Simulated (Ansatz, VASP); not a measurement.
## Two plane-wave programs on TaAl4

The input INCAR:

```
ALGO = Normal
EDIFF = 1E-6
EDIFFG = -0.04
ENCUT = 600
GGA = PE
IBRION = 2
ISIF = 3
ISMEAR = 0
LASPH = T
LCHARG = F
LREAL = F
LWAVE = F
NELM = 80
NSW = 90
PREC = Accurate
SIGMA = 0.1
```

File KPOINTS:

```
k-points
0
Gamma
  4 4 4
```

The input POSCAR:

```
TaAl4
1.0
   -2.7256067500      2.7256067500      2.7256067500
    2.7256067500     -2.7256067500      2.7256067500
    2.7256067500      2.7256067500     -2.7256067500
Ta Al
1 4
Direct
    0.0000000000      0.0000000000      0.0000000000
    0.5000000000      0.5000000000      0.5000000000
    0.0000000000      0.0000000000      0.5000000000
    0.0000000000      0.5000000000      0.0000000000
    0.5000000000      0.0000000000      0.0000000000
```

Input for Ansatz:

```yaml
crystal:
  lattice:
    - [-2.72560675, 2.72560675, 2.72560675]
    - [2.72560675, -2.72560675, 2.72560675]
    - [2.72560675, 2.72560675, -2.72560675]
  atoms:
    - { symbol: Ta, position: [0.0, 0.0, 0.0] }
    - { symbol: Al, position: [0.5, 0.5, 0.5] }
    - { symbol: Al, position: [0.0, 0.0, 0.5] }
    - { symbol: Al, position: [0.0, 0.5, 0.0] }
    - { symbol: Al, position: [0.5, 0.0, 0.0] }
basis:
  ecutwfc: 420
kpoints:
  mp_grid: { grid: [4, 4, 4] }
hamiltonian:
  xc: pbe
scf:
  occupations: { method: gaussian, width: 0.1 }
  lower_state_search: "off"
output:
  forces: true
  stress: true
  eigenvalues: true
relax:
  adjacent_minimum: "off"
  f_tol: 0.04
  max_steps: 70
  cell: { stress_tol: 0.4 }
```

Alike in both runs: task relaxation of cell and atoms; functional PBE; k mesh 4 × 4 × 4; occupations gaussian, width 0.1 eV; no spin polarisation.

|  | VASP | Ansatz |
| --- | --- | --- |
| version | VASP 6.6.1 | Ansatz 0.2.0 |
| potentials or method | VASP PAW PBE potentials, release 64 (Ta_pv, Al) | scalar-relativistic, plane waves, PAW |
| plane-wave cutoff (eV) | 600 | 420 |
| valence electrons in the cell | 23 | 25 |

Ansatz gave:

| Quantity | Value |
| --- | --- |
| gap on the k mesh at the Fermi level, each at its own relaxed structure (eV) | none |
| relaxed volume (Å³/atom) | 22.48 |
| relaxed cell length with the largest relative difference (Å) | 5.266 |
| energy change over the relaxation (meV/atom) | -646 |

Question: Estimate VASP's values.

Answer: gap on the k mesh at the Fermi level, each at its own relaxed structure (eV): none; relaxed volume (Å³/atom): 22.61; relaxed cell length with the largest relative difference (Å): 5.276; energy change over the relaxation (meV/atom): -648.

A gap of «none» marks a metal or a gap that the smearing closes. The two sets of potentials don't hold the same shells in valence.

Caveats: the k mesh is coarse (spacing up to 0.41 Å⁻¹), so the values aren't converged; the volume moved by over 15 % at a fixed basis, so the end points are rough (VASP). The runs have no spin-orbit coupling, so splittings on Ta are missing.
